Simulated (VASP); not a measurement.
Sr2CdPt2 (lda), 5 atoms in the cell. It takes space group Immm (No. 71, orthorhombic). Conventional cell: a = 4.560 Å, b = 5.935 Å, c = 9.187 Å, α = 90.00°, β = 90.00°, γ = 90.00°. Sr (site symmetry mm2) is surrounded by 6 Pt at 3.19 to 3.23 Å and 4 Cd at 3.49 to 3.58 Å. Around Cd (site symmetry mmm) lie 4 Pt at 2.79 Å. Around Pt (site symmetry m2m) lie 1 Pt at 2.73 Å and 2 Cd at 2.79 Å. 

| Item | Value |
| --- | --- |
| Program | VASP 6.6.1 |
| Task | single point |
| Functional | LDA |
| Potentials or basis | VASP PAW LDA potentials, release 64 (Sr_sv, Cd, Pt) |
| Cutoff | 520 eV |
| k mesh | 6 × 6 × 6 |
| Occupations | gaussian, width 0.1 eV |
| Spin | no spin polarisation |
| Dipole correction | no |
| Further INCAR settings | ALGO = Fast; EDIFF = 1e-06; NBANDS = 34 |

Potentials or basis: VASP PAW LDA potentials, release 64 (Sr_sv, Cd, Pt).

Run with:

```sh
$ cat potpaw_LDA.64/Sr_sv/POTCAR potpaw_LDA.64/Cd/POTCAR potpaw_LDA.64/Pt/POTCAR > POTCAR
$ mpirun -np 1 vasp_std > vasp.out
```

Hardware: 1 thread of Intel(R) Xeon(R) Platinum 8259CL CPU @ 2.50GHz (Skylake/Cascade Lake), on a shared host.

**Question.** How long does it take, and how much memory?

**Answer.** Run time: 8.1 min on 1 thread of Intel(R) Xeon(R) Platinum 8259CL CPU @ 2.50GHz (Skylake/Cascade Lake), with other jobs on the host, peak memory 0.39 GiB. Counts: scf iterations 17, k points 46.
